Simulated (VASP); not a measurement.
An input for Quantum ESPRESSO's pw.x (written as the equivalent of a VASP run, and not itself run):

```
&CONTROL
  calculation = 'scf'
  pseudo_dir = './pseudo'
  outdir = './out'
  tprnfor = .true.
  tstress = .true.
/
&SYSTEM
  ibrav = 0
  nat = 1
  ntyp = 1
  ecutwfc = 98
  occupations = 'smearing'
  smearing = 'fermi-dirac'
  degauss = 0.00735
  input_dft = 'pz'
  nspin = 2
  starting_magnetization(1) = 0.1
/
&ELECTRONS
  conv_thr = 7.3e-08
  electron_maxstep = 100
/
ATOMIC_SPECIES
  Ni 58.693 Ni.upf
CELL_PARAMETERS angstrom
     0.0000000    1.7371200    1.7371200
     1.7371200    0.0000000    1.7371200
     1.7371200    1.7371200    0.0000000
ATOMIC_POSITIONS crystal
  Ni   0.0000000  0.0000000  0.0000000
K_POINTS automatic
  11 11 11 0 0 0
```

### Question
Write the VASP files for the same calculation (LDA).

### Answer
Several could match; the one computed here: 
POSCAR:
```
Ni
1
    0.0000000000     1.7371200000     1.7371200000
    1.7371200000     0.0000000000     1.7371200000
    1.7371200000     1.7371200000     0.0000000000
Ni
1
Direct
  0.0000000000   0.0000000000   0.0000000000
```

File KPOINTS:
```
Automatic mesh
0
Gamma
11 11 11
0 0 0
```

**INCAR**
```
# general
SYSTEM  = Ni
PREC    = Accurate
ENCUT   = 300
LREAL   = .False.
LASPH   = .True.

# electronic loop
EDIFF   = 1E-6
NELM    = 100
ALGO    = Normal
LMAXMIX = 4

# smearing
ISMEAR  = -1
SIGMA   = 0.1

# spin
ISPIN   = 2
MAGMOM  = 1.0

# ions
ISIF    = 2

# output
LWAVE   = .False.
LCHARG  = .False.
LORBIT  = 11
```

POTCAR, in this order: Ni (LDA.64 set). Program: vasp_std.

Limits of the translation: the potentials are each code's own (VASP's PAW set, PseudoDojo norm-conserving files in pw.x), so ENCUT and ecutwfc are chosen apart and not converted; conv_thr bounds pw.x's estimated SCF error, while EDIFF bounds the energy change between steps; starting_magnetization is a fraction of the valence charge and MAGMOM a moment in μB, so they match only roughly.

The structure is a typed Ni crystal (Fm-3m). The cell was not relaxed at this level. The run is one of a series of settings (GGA removed, POTCAR Ni (LDA.64 set) against the base run), some of them coarse on purpose.
